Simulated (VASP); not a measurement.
VASP ran on this input.

KPOINTS:
```
Automatic mesh
0
Gamma
4 4 4
0 0 0
```

**POSCAR**
```
Li
1
   -3.3634770300     3.3634770300     3.3634770300
    3.3634770300    -3.3634770300     3.3634770300
    3.3634770300     3.3634770300    -3.3634770300
Li
1
Direct
  0.0000000000   0.0000000000   0.0000000000
```

**INCAR**
```
SYSTEM = Li
PREC = Accurate
ENCUT = 520
EDIFF = 1E-6
NELM = 100
ALGO = Normal
LREAL = .FALSE.
LASPH = .TRUE.
ISMEAR = 1
SIGMA = 0.1
GGA = PE
LWAVE = .FALSE.
LCHARG = .FALSE.
ISIF = 2
```

POTCAR, in this order: Li_sv (PBE.64 set). Program: vasp_std.

The run wrote:

File standard output:
```
 POSCAR found type information on POSCAR Li
 POSCAR found :  1 types and       1 ions
 Reading from existing POTCAR
 Reading from existing POTCAR
 LDA part: xc-table for (Slater+PW92), standard interpolation
 POSCAR, INCAR and KPOINTS ok, starting setup
 WAVECAR not read
 entering main loop
       N       E                     dE             d eps       ncg     rms          rms(c)
DAV:   1     0.296403734725E+01    0.29640E+01   -0.58252E+02    80   0.347E+02
DAV:   2     0.178046463849E-01   -0.29462E+01   -0.28386E+01   120   0.593E+01
DAV:   3    -0.384730187060E+00   -0.40253E+00   -0.40267E+00   105   0.127E+01
DAV:   4    -0.400685894991E+00   -0.15956E-01   -0.15982E-01    95   0.315E+00
DAV:   5    -0.402624005565E+00   -0.19381E-02   -0.19382E-02   105   0.103E+00    0.488E-01
DAV:   6    -0.408433428657E+00   -0.58094E-02   -0.39369E-03    85   0.415E-01    0.317E-01
DAV:   7    -0.418643418807E+00   -0.10210E-01   -0.19703E-02    90   0.808E-01    0.122E-01
DAV:   8    -0.420617217878E+00   -0.19738E-02   -0.20161E-03   110   0.508E-01    0.318E-02
DAV:   9    -0.420753536504E+00   -0.13632E-03   -0.19877E-04    95   0.992E-02    0.885E-03
DAV:  10    -0.420776017644E+00   -0.22481E-04   -0.33943E-05   115   0.398E-02    0.274E-03
DAV:  11    -0.420779895026E+00   -0.38774E-05   -0.81880E-06    90   0.112E-02    0.752E-04
DAV:  12    -0.420780155804E+00   -0.26078E-06   -0.12463E-07    55   0.333E-03
   1 F= -.42078016E+00 E0= -.41756898E+00  d E =-.963353E-02
```

File OUTCAR:
```
------------------------ aborting loop because EDIFF is reached ----------------------------------------
  FORCE on cell =-STRESS in cart. coord.  units (eV):
  Direction    XX          YY          ZZ          XY          YZ          ZX
  --------------------------------------------------------------------------------------
  Total       -0.6781794     -0.6781794     -0.6781794     -0.0000000      0.0000000     -0.0000000
  in kB       -7.1388756     -7.1388756     -7.1388756     -0.0000000      0.0000000     -0.0000000
  external PRESSURE =      -7.1388756 kB  Pullay stress =       0.0000000 kB
  volume of cell :      152.20
      direct lattice vectors                 reciprocal lattice vectors
    -3.363477030  3.363477030  3.363477030     0.000000000  0.148655690  0.148655690
     3.363477030 -3.363477030  3.363477030     0.148655690  0.000000000  0.148655690
     3.363477030  3.363477030 -3.363477030     0.148655690  0.148655690  0.000000000
 POSITION                                       TOTAL-FORCE (eV/Angst)
 -----------------------------------------------------------------------------------
      0.00000      0.00000      0.00000         0.000000      0.000000      0.000000
 -----------------------------------------------------------------------------------
    total drift:                               -0.000000     -0.000000     -0.000000
  FREE ENERGIE OF THE ION-ELECTRON SYSTEM (eV)
  ---------------------------------------------------
  free  energy   TOTEN  =        -0.4207801558 eV

  energy  without entropy=       -0.4111466286  energy(sigma->0) =       -0.41756898
```
(Selected blocks of OUTCAR.)

Read input and log: which fault does this run have?
A. the Γ-only program was given a k-mesh
B. ISPIN is misspelt, so the run is not spin-polarised
C. the lattice was typed in bohr, and VASP reads ångström
D. simple mixing (IMIX = 1) with AMIX above 1 overshoots

C, the lattice was typed in bohr, and VASP reads ångström. The run ends without an error. Against the sound run, the energy per atom (σ→0) rises by 1.481 eV/atom; the pressure rises by 0.59 GPa; the volume grows by 570 %.

To mend it, correct POSCAR, correct KPOINTS.
### POSCAR
```
Li
1
   -1.7799000000     1.7799000000     1.7799000000
    1.7799000000    -1.7799000000     1.7799000000
    1.7799000000     1.7799000000    -1.7799000000
Li
1
Direct
  0.0000000000   0.0000000000   0.0000000000
```
KPOINTS:
```
Automatic mesh
0
Gamma
11 11 11
0 0 0
```
The mended run (PBE GGA, plane waves, VASP's PBE PAW potentials (set 64)) converges, and its OSZICAR ends with
```
   1 F= -.18985842E+01 E0= -.18983525E+01  d E =-.694981E-03
```

The compound is Li in the bcc structure. The cell was not relaxed at this level.
